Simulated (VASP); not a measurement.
Calculation: r2SCAN meta-GGA, VASP's PBE PAW potentials (set 64) (plane waves; VASP 6.6.1).

VASP ran on this input.

**KPOINTS**
```
Automatic mesh
0
Gamma
8 8 8
0 0 0
```

File POSCAR:
```
Ge
4.0057180
  0.0000000000   0.7071068464   0.7071068464
  0.7353911203   0.0000000000   0.7071068464
  0.7353911203   0.7071068464   0.0000000000
Ge
2
Cart
  0.0000000000   0.0000000000   0.0000000000
  0.3676955601   0.3535534232   0.3535534232
```

**INCAR**
```
ALGO=Normal
EDIFF=1E-7
ENCUT=480
ISIF=2
ISMEAR=0
LASPH=.TRUE.
LCHARG=.FALSE.
LMAXMIX=4
LMIXTAU=.TRUE.
LREAL=.FALSE.
LWAVE=.FALSE.
METAGGA=R2SCAN
NELM=100
PREC=Accurate
SIGMA=0.05
SYSTEM=Ge
```

POTCAR, in this order: Ge_d (PBE.64 set). Program: vasp_std.

Output

OSZICAR:
```
       N       E                     dE             d eps       ncg     rms          rms(c)
DAV:   1     0.142418645182E+03    0.14242E+03   -0.15267E+04  2158   0.407E+03
DAV:   2    -0.950500589537E+01   -0.15192E+03   -0.14936E+03  2140   0.532E+02
DAV:   3    -0.297785748967E+02   -0.20274E+02   -0.20128E+02  2380   0.148E+02
DAV:   4    -0.304043292350E+02   -0.62575E+00   -0.62486E+00  2394   0.299E+01
DAV:   5    -0.304157231742E+02   -0.11394E-01   -0.11393E-01  2448   0.418E+00    0.319E+00
DAV:   6    -0.277131506376E+02    0.27026E+01   -0.38711E-01  2616   0.119E+01    0.186E+00
DAV:   7    -0.278733163660E+02   -0.16017E+00   -0.37262E-01  2668   0.913E+00    0.336E-01
DAV:   8    -0.277212167739E+02    0.15210E+00   -0.14534E-01  2298   0.533E+00    0.121E-01
DAV:   9    -0.277171508782E+02    0.40659E-02   -0.30701E-03  2382   0.656E-01    0.120E-01
DAV:  10    -0.277093709236E+02    0.77800E-02   -0.44604E-04  2344   0.177E-01    0.129E-01
DAV:  11    -0.277022890232E+02    0.70819E-02   -0.23979E-03  2140   0.402E-01    0.159E-01
DAV:  12    -0.277052525757E+02   -0.29636E-02   -0.96129E-03  2126   0.112E+00    0.685E-01
DAV:  13    -0.277067987958E+02   -0.15462E-02   -0.14278E-03  2134   0.437E-01    0.481E-01
DAV:  14    -0.277100155418E+02   -0.32167E-02   -0.71389E-04  2200   0.295E-01    0.238E-01
DAV:  15    -0.277105904898E+02   -0.57495E-03   -0.17425E-04  2242   0.132E-01    0.145E-01
DAV:  16    -0.277108850889E+02   -0.29460E-03   -0.90893E-05  2304   0.112E-01    0.516E-02
DAV:  17    -0.277109061603E+02   -0.21071E-04   -0.42723E-05  2274   0.704E-02    0.160E-02
DAV:  18    -0.277109066535E+02   -0.49323E-06   -0.62193E-06  2174   0.389E-02    0.149E-02
DAV:  19    -0.277109078674E+02   -0.12139E-05   -0.14799E-06  2724   0.192E-02    0.647E-03
DAV:  20    -0.277109054062E+02    0.24612E-05   -0.50833E-07  2698   0.132E-02    0.428E-04
DAV:  21    -0.277109063338E+02   -0.92764E-06   -0.11819E-07  1660   0.443E-03    0.103E-04
DAV:  22    -0.277109063149E+02    0.18958E-07   -0.28991E-08  1116   0.256E-03
   1 F= -.27710906E+02 E0= -.27710851E+02  d E =-.110264E-03
```

**OUTCAR**
```
------------------------ aborting loop because EDIFF is reached ----------------------------------------
  FORCE on cell =-STRESS in cart. coord.  units (eV):
  Direction    XX          YY          ZZ          XY          YZ          ZX
  --------------------------------------------------------------------------------------
  Total       -1.3248755     -0.3615309     -0.3615309      0.0000000      0.0000000      0.0000000
  in kB      -44.9082429    -12.2545246    -12.2545246      0.0000000      0.0000000      0.0000000
  external PRESSURE =     -23.1390974 kB  Pullay stress =       0.0000000 kB
  volume of cell :       47.27
      direct lattice vectors                 reciprocal lattice vectors
     0.000000000  2.832470623  2.832470623    -0.169734940  0.176524337  0.176524337
     2.945769448  0.000000000  2.832470623     0.169734940 -0.176524337  0.176524337
     2.945769448  2.832470623  0.000000000     0.169734940  0.176524337 -0.176524337
 POSITION                                       TOTAL-FORCE (eV/Angst)
 -----------------------------------------------------------------------------------
      0.00000      0.00000      0.00000        -0.000000      0.000000      0.000000
      1.47288      1.41624      1.41624         0.000000     -0.000000     -0.000000
 -----------------------------------------------------------------------------------
    total drift:                                0.000000      0.000000      0.000000
  FREE ENERGIE OF THE ION-ELECTRON SYSTEM (eV)
  ---------------------------------------------------
  free  energy   TOTEN  =       -27.7109063149 eV

  energy  without entropy=      -27.7107960512  energy(sigma->0) =      -27.71085118
```
(Selected blocks of OUTCAR.)

The compound is Ge in the diamond structure. This cell was strained or had an atom moved on purpose.
